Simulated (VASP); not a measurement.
An input for Ansatz (written as the equivalent of a VASP run, and not itself run):

Ansatz 0.2 input:
```yaml
crystal:
  lattice:
    - [0.0000000, 2.9269616, 2.9269616]
    - [2.9269616, 0.0000000, 2.9269616]
    - [2.9269616, 2.9269616, 0.0000000]
  atoms:
    - { symbol: In, position: [0.0000000, 1.0000000, 0.0000000] }
    - { symbol: Sb, position: [0.2500000, 0.2500000, 0.2500000] }
kpoints:
  mp_grid: { grid: [8, 8, 8] }
hamiltonian:
  xc: pbesol
  pseudopotentials: { kind: paw }
scf:
  occupations: { method: gaussian, width: 0.05 }
  max_iter: 100
relax:
  max_steps: 40
  f_tol: 0.02
  cell: { p_target: 30 }
output: { forces: true, stress: true, eigenvalues: true }
```

Question: Translate this input to VASP (INCAR, KPOINTS, POSCAR, choice of POTCAR).

Answer: Several could match; the one computed here: 
### KPOINTS
```
Automatic mesh
0
Gamma
8 8 8
0 0 0
```

### INCAR
```
ALGO = Normal
EDIFF = 1E-6
EDIFFG = -0.02
ENCUT = 500
GGA = PS
IBRION = 2
ISIF = 3
ISMEAR = 0
LASPH = .True.
LCHARG = .False.
LMAXMIX = 4
LREAL = .False.
LWAVE = .False.
NELM = 100
NSW = 40
PREC = Accurate
PSTRESS = 300
SIGMA = 0.05
SYSTEM = InSb
```

POSCAR:
```
InSb
1.0
  0.0000000000   2.9269616423   2.9269616423
  2.9269616423   0.0000000000   2.9269616423
  2.9269616423   2.9269616423   0.0000000000
In Sb
1 1
Direct
  0.0000000000   1.0000000000   0.0000000000
  0.2500000000   0.2500000000   0.2500000000
```

POTCAR, in this order: In_d Sb (PBE.64 set). Program: vasp_std.

Limits of the translation: each code has its own PAW files, so the cut-off isn't converted (ENCUT is set for VASP's; basis.ecutwfc is left out, and Ansatz then takes the one that its files recommend); Ansatz stops its SCF on the density residual and VASP on the energy change (EDIFF).

The structure was generated: InSb was put into the zinc blende type (F-43m), which need not be its known phase. This run relaxes it under an external pressure of 30 GPa. Symmetry was kept, so distortions that lower it aren't found.
